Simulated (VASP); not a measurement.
The input files of a VASP run:

**KPOINTS**
```
Automatic
0
Gamma
 9 9 9
0 0 0
```

INCAR:
```
AGGAC = 0.0
ALGO = Normal
EDIFF = 1E-7
ENCUT = 520
GGA = MK
ISIF = 2
ISMEAR = 1
ISPIN = 2
LASPH = .TRUE.
LCHARG = .FALSE.
LMAXMIX = 4
LORBIT = 10
LREAL = .FALSE.
LUSE_VDW = .TRUE.
LWAVE = .FALSE.
MAGMOM = 2.8 3*0.6
NELM = 100
PARAM1 = 0.1234
PARAM2 = 1.0
PREC = Accurate
SIGMA = 0.1
SYSTEM = Ni3Fe
```

**POSCAR**
```
Ni3Fe
1
    3.4767287936     0.0000000000     0.0000000000
    0.0000000000     3.4767287936     0.0000000000
    0.0000000000     0.0000000000     3.4767287936
Fe Ni
1 3
Direct
  0.0000000000   0.0000000000   0.0000000000
  0.0000000000   0.5000000000   0.5000000000
  0.5000000000   0.0000000000   0.5000000000
  0.5000000000   0.5000000000   0.0000000000
```

POTCAR, in this order: Fe Ni (PBE.64 set). Program: vasp_std.

**Question.** Translate this optB86b-vdW calculation to Quantum ESPRESSO's pw.x.

**Answer.** One equivalent input (not run):
```
&CONTROL
  calculation = 'scf'
  pseudo_dir = './pseudo'
  outdir = './out'
  tprnfor = .true.
  tstress = .true.
/
&SYSTEM
  ibrav = 0
  nat = 4
  ntyp = 2
  ecutwfc = 98
  occupations = 'smearing'
  smearing = 'methfessel-paxton'
  degauss = 0.00735
  input_dft = 'vdw-df-ob86'
  nspin = 2
  starting_magnetization(1) = 0.28
  starting_magnetization(2) = 0.06
/
&ELECTRONS
  conv_thr = 7.3e-09
  electron_maxstep = 100
/
ATOMIC_SPECIES
  Fe 55.845 Fe.upf
  Ni 58.693 Ni.upf
CELL_PARAMETERS angstrom
     3.4767288    0.0000000    0.0000000
     0.0000000    3.4767288    0.0000000
     0.0000000    0.0000000    3.4767288
ATOMIC_POSITIONS crystal
  Fe   0.0000000  0.0000000  0.0000000
  Ni   0.0000000  0.5000000  0.5000000
  Ni   0.5000000  0.0000000  0.5000000
  Ni   0.5000000  0.5000000  0.0000000
K_POINTS automatic
  9 9 9 0 0 0
```
What does not carry over: the potentials are each code's own (VASP's PAW set, PseudoDojo norm-conserving files in pw.x), so ENCUT and ecutwfc are chosen apart and not converted; conv_thr bounds pw.x's estimated SCF error, while EDIFF bounds the energy change between steps; starting_magnetization is a fraction of the valence charge and MAGMOM a moment in μB, so they match only roughly.

The compound is Ni3Fe in the L1_2 structure. This cell is one point of a volume scan, at 0.97 of the reference volume.
